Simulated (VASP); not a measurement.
```
CdTe
1.0
    0.00000     3.30480     3.30480
    3.30480     0.00000     3.30480
    3.30480     3.30480     0.00000
Cd Te
1 1
Direct
  0.00000   0.00000   0.00000
  0.25000   0.25000   0.25000
```

The base run (VASP): PBE GGA, plane waves, VASP's PBE PAW potentials (set 64). Settings: 400 eV cut-off, 6×6×6 Γ-centred mesh, Gaussian smearing of 0.050 eV, potentials Cd Te.

One setting is varied; ΔE counts from the most expensive setting. The base run took about 20 core-seconds. Times come from single runs on busy shared machines, so they are rough: good to a factor of about 2.

The base run's pressure lies -0.29 GPa from that at 800 eV (Pulay error).

```
setting                          cost over the base run  electronic steps  ΔE (meV/atom)  pressure (GPa)
-------------------------------  ----------------------  ----------------  -------------  --------------
KPOINTS 3×3×3 Γ-centred mesh       within a factor of 2                13          115.2            0.67
KPOINTS 4×4×4 Γ-centred mesh       within a factor of 2                12           29.2            0.15
KPOINTS 5×5×5 Γ-centred mesh       within a factor of 2                13            8.7            0.01
base run                                      reference                13            3.0           -0.03
KPOINTS 9×9×9 Γ-centred mesh       within a factor of 2                13            0.2           -0.05
KPOINTS 10×10×10 Γ-centred mesh           about 2 times                13            0.1           -0.04
KPOINTS 12×12×12 Γ-centred mesh           about 3 times                13            0.0           -0.04
```

Left out are runs that failed, have no time on record or changed the cell.

The compound is CdTe in the zinc blende structure. The cell was not relaxed at this level.
